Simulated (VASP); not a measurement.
# GeW: structure and properties in VASP, part 4 of 4

Wanted: the relaxed cell of GeW and its properties. The cell is invented: it takes the structure of COD entry 9007456, WC (space group 187 there), with some of its atoms replaced by other elements, volume scaled by an estimate. It may not be a known or stable phase. The atoms of the start are displaced at random from the sites of a P-6m2 cell.

VASP 6.6.1; PW91; plane waves and PAW (W, Ge_d); invented cell.

Still holding for the runs below: The k-mesh is coarse for a metal.

So far. Step 5 (Band structure (PW91)): There is no gap at this level. Step 6 (Total and projected DOS (PW91)): The finer mesh and the other smearing move the Fermi level by -0.07 eV from the 7×7×6 run, one measure of the sampling error in the zero of the bands above. Of the states within 0.3 eV of the Fermi level, the largest shares in the PAW spheres are W d 78 % and Ge p 7 %. The rest lies in smaller channels or between the spheres. The relaxed cell has a = 3.228, c = 3.584 Å (conventional setting).

## 7. Zone-centre phonons (PW91)

Zone-centre modes test whether the atoms sit at a minimum within this cell. IBRION = 8 takes the force constants from linear response, which needs tightly converged orbitals.

Contents of INCAR:

```
SYSTEM = GeW
PREC = Accurate
ENCUT = 410
EDIFF = 1E-08
NELM = 100
ISMEAR = -1
SIGMA = 0.05
LREAL = .FALSE.
ALGO = Normal
GGA = 91
LORBIT = 11
LWAVE = .FALSE.
LCHARG = .FALSE.
IBRION = 8
ISIF = 2
```

Contents of POSCAR:

```
GeW
1.0
    3.2275079065      0.0000000000      0.0000000000
   -1.6137539533      2.7951038356      0.0000000000
    0.0000000000      0.0000000000      3.5835658425
W Ge
1 1
Direct
    0.6666666670      0.3333333330      0.5000000000
    0.3333333330      0.6666666670      0.0000000000
```

Contents of KPOINTS:

```
Automatic mesh
0
Gamma
7 7 6
0 0 0
```

Potentials, in the order of the species: W and Ge_d (PBE family, release 64).

Run with:

```sh
$ mpirun -np 1 vasp_std
```

Log:

```text
[... set-up lines as in an earlier step ...]
 entering main loop
       N       E                     dE             d eps       ncg     rms          rms(c)
[... 11 cycles as in an earlier step ...]
DAV:  12    -0.170248148383E+02    0.14345E-06   -0.15730E-06  1052   0.136E-02    0.732E-03
DAV:  13    -0.170248145882E+02    0.25014E-06   -0.34964E-07  1178   0.815E-03    0.103E-03
DAV:  14    -0.170248145688E+02    0.19361E-07   -0.62488E-08   984   0.234E-03    0.690E-04
DAV:  15    -0.170248145366E+02    0.32212E-07   -0.18228E-09   568   0.425E-04    0.658E-05
DAV:  16    -0.170248145334E+02    0.31905E-08   -0.31321E-10   520   0.158E-04
   1 F= -.17024815E+02 E0= -.17021369E+02  d E =-.689131E-02
 Linear response reoptimize wavefunctions to high precision
DAV:   1    -0.170248145322E+02    0.12396E-08   -0.93310E-11   580   0.984E-05
DAV:   2    -0.170248145321E+02    0.14552E-10   -0.17346E-11   514   0.423E-05
 Linear response DOF=           4
 Linear response progress:
  Degree of freedom:   1/  4
       N       E                     dE             d eps       ncg     rms          rms(c)
RMM:   1    -0.114821272260E+00   -0.11482E+00   -0.87194E-02  4815   0.175E+00
RMM:   2    -0.114524136255E+00    0.29714E-03   -0.14286E-03  4607   0.311E-01    0.130E-01
RMM:   3    -0.113904333384E+00    0.61980E-03   -0.25943E-04  5112   0.110E-01    0.757E-02
RMM:   4    -0.113572524736E+00    0.33181E-03   -0.32600E-04  5257   0.105E-01    0.124E-02
RMM:   5    -0.113608287762E+00   -0.35763E-04   -0.40167E-06  5099   0.154E-02    0.271E-03
RMM:   6    -0.113610766877E+00   -0.24791E-05    0.13508E-07  5293   0.299E-03    0.879E-04
RMM:   7    -0.113609282340E+00    0.14845E-05    0.39706E-07  5334   0.871E-04    0.998E-05
RMM:   8    -0.113608404677E+00    0.87766E-06    0.24493E-07  5491   0.214E-04    0.338E-05
RMM:   9    -0.113608244431E+00    0.16025E-06    0.75726E-09  5481   0.602E-05    0.903E-06
RMM:  10    -0.113608249427E+00   -0.49958E-08    0.21593E-08  5491   0.187E-05    0.318E-06
 first order change of Fermi-energy  -0.57624E-03
 force on displaced ion       1 direction 1 :  -8.583   0.002   0.000
 Linear response progress:
  Degree of freedom:   2/  4
       N       E                     dE             d eps       ncg     rms          rms(c)
RMM:   1    -0.126343638228E+00   -0.12634E+00   -0.99130E-02  1949   0.177E+00
RMM:   2    -0.124337907526E+00    0.20057E-02   -0.24929E-03  1991   0.306E-01    0.157E-01
RMM:   3    -0.124168478239E+00    0.16943E-03   -0.23677E-04  1986   0.142E-01    0.874E-02
RMM:   4    -0.124428568367E+00   -0.26009E-03   -0.26608E-04  2043   0.134E-01    0.154E-02
RMM:   5    -0.124463856819E+00   -0.35288E-04   -0.13516E-05  2041   0.242E-02    0.499E-03
RMM:   6    -0.124478708916E+00   -0.14852E-04   -0.65886E-08  2095   0.350E-03    0.163E-03
RMM:   7    -0.124479792742E+00   -0.10838E-05    0.13225E-08  2049   0.170E-03    0.195E-04
RMM:   8    -0.124478763718E+00    0.10290E-05    0.70895E-08  2018   0.446E-04    0.405E-05
RMM:   9    -0.124478408393E+00    0.35533E-06    0.12003E-08  1913   0.132E-04    0.139E-05
RMM:  10    -0.124478400387E+00    0.80064E-08   -0.79471E-09  2110   0.557E-05    0.570E-06
 first order change of Fermi-energy   0.19459E-02
 force on displaced ion       1 direction 3 :  -0.000   0.000 -13.870
 Linear response progress:
  Degree of freedom:   3/  4
       N       E                     dE             d eps       ncg     rms          rms(c)
RMM:   1    -0.180685407170E+00   -0.18069E+00    0.10374E+01  3301   0.797E+01
RMM:   2    -0.187931340945E+00   -0.72459E-02   -0.11098E-02  5008   0.934E-01    0.952E-02
RMM:   3    -0.188126593029E+00   -0.19525E-03   -0.34360E-04  4970   0.225E-01    0.548E-02
RMM:   4    -0.188341215949E+00   -0.21462E-03   -0.74184E-05  5269   0.828E-02    0.882E-03
RMM:   5    -0.188338378721E+00    0.28372E-05   -0.29456E-06  5267   0.187E-02    0.191E-03
RMM:   6    -0.188334621348E+00    0.37574E-05   -0.26351E-07  5591   0.620E-03    0.734E-04
RMM:   7    -0.188332019543E+00    0.26018E-05    0.23329E-07  5439   0.196E-03    0.938E-05
RMM:   8    -0.188332273108E+00   -0.25357E-06   -0.36942E-07  5764   0.782E-04    0.604E-05
RMM:   9    -0.188331288833E+00    0.98428E-06   -0.20250E-07  5541   0.294E-04    0.448E-05
RMM:  10    -0.188331603168E+00   -0.31434E-06   -0.12262E-07  5789   0.130E-04    0.741E-06
RMM:  11    -0.188331563547E+00    0.39621E-07   -0.77345E-08  5856   0.622E-05    0.246E-06
RMM:  12    -0.188331549759E+00    0.13788E-07   -0.44976E-08  5174   0.330E-05    0.780E-07
RMM:  13    -0.188331535344E+00    0.14415E-07   -0.28015E-08  4127   0.195E-05    0.690E-07
RMM:  14    -0.188331567023E+00   -0.31678E-07   -0.18088E-08  3776   0.130E-05    0.312E-07
RMM:  15    -0.188331557698E+00    0.93252E-08   -0.13806E-08  3023   0.936E-06    0.183E-07
 first order change of Fermi-energy   0.14146E-03
 force on displaced ion       2 direction 1 :  -8.588   0.001   0.000
 Linear response progress:
  Degree of freedom:   4/  4
       N       E                     dE             d eps       ncg     rms          rms(c)
RMM:   1    -0.190246125875E+00   -0.19025E+00    0.84321E+00  1323   0.720E+01
RMM:   2    -0.199669198849E+00   -0.94231E-02   -0.13428E-02  1900   0.987E-01    0.136E-01
RMM:   3    -0.199817638490E+00   -0.14844E-03   -0.89309E-04  1997   0.301E-01    0.705E-02
RMM:   4    -0.200148424263E+00   -0.33079E-03   -0.32100E-04  1994   0.131E-01    0.167E-02
RMM:   5    -0.200120293494E+00    0.28131E-04   -0.20201E-05  2079   0.425E-02    0.277E-03
RMM:   6    -0.200140802592E+00   -0.20509E-04   -0.31092E-06  2077   0.156E-02    0.184E-03
RMM:   7    -0.200130142084E+00    0.10661E-04   -0.57631E-07  2135   0.592E-03    0.358E-04
RMM:   8    -0.200130911860E+00   -0.76978E-06   -0.14172E-07  2235   0.294E-03    0.156E-04
RMM:   9    -0.200128853488E+00    0.20584E-05    0.10134E-06  2196   0.156E-03    0.481E-05
RMM:  10    -0.200128187805E+00    0.66568E-06    0.13084E-07  2313   0.931E-04    0.188E-05
RMM:  11    -0.200127933221E+00    0.25458E-06   -0.65287E-07  2223   0.626E-04    0.105E-05
RMM:  12    -0.200127900626E+00    0.32595E-07   -0.66298E-07  2319   0.413E-04    0.679E-06
RMM:  13    -0.200127940965E+00   -0.40339E-07   -0.51766E-07  2237   0.289E-04    0.156E-05
RMM:  14    -0.200127951441E+00   -0.10476E-07   -0.37350E-07  2075   0.206E-04    0.200E-05
RMM:  15    -0.200127870488E+00    0.80953E-07   -0.29198E-07  2206   0.161E-04    0.179E-05
RMM:  16    -0.200127865460E+00    0.50285E-08   -0.21408E-07  2257   0.117E-04    0.180E-05
 first order change of Fermi-energy  -0.92978E-03
 force on displaced ion       2 direction 3 :  -0.000   0.000 -13.935
 Linear response finished
```

Elapsed: 3.2 min, on 1 MPI rank of AMD EPYC 7R43, shared host; peak memory 0.2 GiB.

Parts of OUTCAR (step 7):

```text
   NELECT =      20.0000    total number of electrons

  Total       -0.0112630     -0.0112630     -0.0056851      0.0000000      0.0000000      0.0000000
  in kB       -0.5581911     -0.5581911     -0.2817525      0.0000000      0.0000000      0.0000000
  external PRESSURE =      -0.4660449 kB  Pullay stress =       0.0000000 kB

 Eigenvectors and eigenvalues of the dynamical matrix
 ----------------------------------------------------

   1 f  =    8.083350 THz    50.789187 2PiTHz  269.631541 cm-1    33.430035 meV
             X         Y         Z           dx          dy          dz
      1.613754  0.931701  1.791783     0.000000    0.000000   -0.531208
     -0.000000  1.863403  0.000000    -0.000000    0.000000    0.847241

   2 f  =    6.349490 THz    39.895021 2PiTHz  211.796183 cm-1    26.259368 meV
             X         Y         Z           dx          dy          dz
      1.613754  0.931701  1.791783    -0.531958    0.005673   -0.000000
     -0.000000  1.863403  0.000000     0.846704   -0.009029    0.000000

   3 f  =    6.349490 THz    39.895021 2PiTHz  211.796183 cm-1    26.259368 meV
             X         Y         Z           dx          dy          dz
      1.613754  0.931701  1.791783     0.005673    0.531958    0.000000
     -0.000000  1.863403  0.000000    -0.009029   -0.846704    0.000000

   4 f/i=    0.000794 THz     0.004986 2PiTHz    0.026468 cm-1     0.003282 meV
             X         Y         Z           dx          dy          dz
      1.613754  0.931701  1.791783    -0.683571    0.499719    0.000000
     -0.000000  1.863403  0.000000    -0.429467    0.313958    0.000000

   5 f/i=    0.000794 THz     0.004986 2PiTHz    0.026468 cm-1     0.003282 meV
             X         Y         Z           dx          dy          dz
      1.613754  0.931701  1.791783    -0.499719   -0.683571    0.000000
     -0.000000  1.863403  0.000000    -0.313958   -0.429467    0.000000

   6 f/i=    0.008456 THz     0.053133 2PiTHz    0.282074 cm-1     0.034973 meV
             X         Y         Z           dx          dy          dz
      1.613754  0.931701  1.791783    -0.000000    0.000000    0.847241
     -0.000000  1.863403  0.000000     0.000000    0.000000    0.531208

 ELASTIC MODULI CONTR FROM IONIC RELAXATION (kBar)
 Direction    XX          YY          ZZ          XY          YZ          ZX
 --------------------------------------------------------------------------------
 XX        -272.0164    272.0164     -0.0000      0.0000      0.0000      0.0000
 YY         272.0164   -272.0164      0.0000      0.0000     -0.0000     -0.0000
 ZZ          -0.0000      0.0000     -0.0000      0.0000      0.0000      0.0000
 XY           0.0000      0.0000      0.0000   -272.0164     -0.0000     -0.0000
 YZ           0.0000     -0.0000      0.0000     -0.0000     -0.0000     -0.0000
 ZX           0.0000     -0.0000      0.0000     -0.0000     -0.0000     -0.0000
 --------------------------------------------------------------------------------

[... 9 parts as in an earlier step ...]

[... 3 further parts left out ...]
```

Energies printed during the response cycles are not total energies of the cell.

Numbers from this step:

```yaml
irreducible_k_points: 32
pressure_of_the_cell: -0.04660 GPa
largest_force_of_the_cell: 0 eV/Å
fermi_energy: 7.603 eV
```

Modes at Γ, with each element's share of the kinetic energy:

```
mode  frequency (cm⁻¹)  symmetry  W %  Ge %
   1              -0.3  acoustic   72    28
   2               0.0  acoustic   72    28
   3               0.0  acoustic   72    28
   4             211.8        E'   28    72
   5             211.8        E'   28    72
   6             269.6      A2''   28    72
```

Displacements in mode 4 (211.8 cm⁻¹), the largest set to 1:
```
W1   0.00  0.39  0.00
Ge2 -0.01 -1.00  0.00
```

Displacements in mode 6 (269.6 cm⁻¹), the largest set to 1:
```
W1   0.00  0.00 -0.39
Ge2  0.00  0.00  1.00
```

The three acoustic modes lie within 0.3 cm⁻¹ of zero, and all others are real. By the characters of their eigenvectors the optical modes sort into (cm⁻¹) Raman active: E' 212; infrared active: E' 212, A2'' 270.

## 8. What came out

```json
{"relaxed volume": "16.16 Å³/atom", "relaxed conventional cell a, b, c": "3.228, 3.228, 3.584 Å; angles 90.0, 90.0, 120.0°", "space group after relaxing, within 0.02 Å": "P-6m2 (No. 187)", "band gap": "none, a metal", "DOS at the Fermi level": "0.512 states/eV/cell", "highest zone-centre mode": "270 cm⁻¹"}
```

In words: With PW91, GeW relaxes to 16.16 Å³/atom in space group P-6m2 and comes out as a metal. Band structure (PW91): Of the bands kept, 2 cross the Fermi level on this path. Zone-centre phonons (PW91): The highest mode in this list at Γ, 269.6 cm⁻¹, is mostly motion of Ge (72 % of the kinetic energy). Spin-orbit coupling is left out, and with elements this heavy it would split and shift bands near the Fermi level. The k-sampling is coarse for a metal, so the Fermi level, pressures and the shape of the cell carry errors. Modes at Γ alone can't show that the crystal is stable at other wave vectors. No search among competing phases was made. All values are for a static lattice at zero temperature.

[Lines on the potential files, build, host, timing and source positions are cut from VASP's logs without a mark.]

[Logs are printed without paths, hosts, clocks, repeated set-up lines and the standing remarks that a program may print on its own settings, such as how far it seeks lower states.]

[Hosts, paths, dates, database ids (printed as entryN), source tags and the programs' standing remarks are cut or masked in the printed files.]

[A measured line is paired with the nearest computed mode of its activity, which favours agreement.]
